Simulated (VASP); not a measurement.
Data:

```
CELL_PARAMETERS angstrom
      0.00000     1.94120     1.94120
      1.94120     0.00000     1.94120
      1.94120     1.94120     0.00000
ATOMIC_POSITIONS crystal
  Pd 0.00000 0.00000 0.00000
```

Level of theory: PBEsol GGA, VASP's PBE PAW potentials (set 64) (plane waves; VASP). Numerical set-up: 400 eV cut-off, 15×15×15 Γ-centred mesh, first-order Methfessel-Paxton smearing of 0.10 eV, potentials Pd.

Question: The ions, cell shape and volume are relaxed. Which structure does the run end with?

Answer: 
```
CELL_PARAMETERS angstrom
      0.00000     1.93459     1.93459
      1.93459     0.00000     1.93459
      1.93459     1.93459     0.00000
ATOMIC_POSITIONS crystal
  Pd 0.00000 0.00000 0.00000
```
Space group Fm-3m (225), at a tolerance of 0.03 Å.

Question: How do energy and volume change from the first to the last step?

Answer: The energy (σ→0) changes by -1.0 meV/atom and the volume by -1.0 %, in 3 ionic steps.

The structure comes from a measured Pd entry (Fm-3m) of the Crystallography Open Database, whose conditions weren't checked. This run relaxes it. Symmetry was kept, so distortions that lower it aren't found.
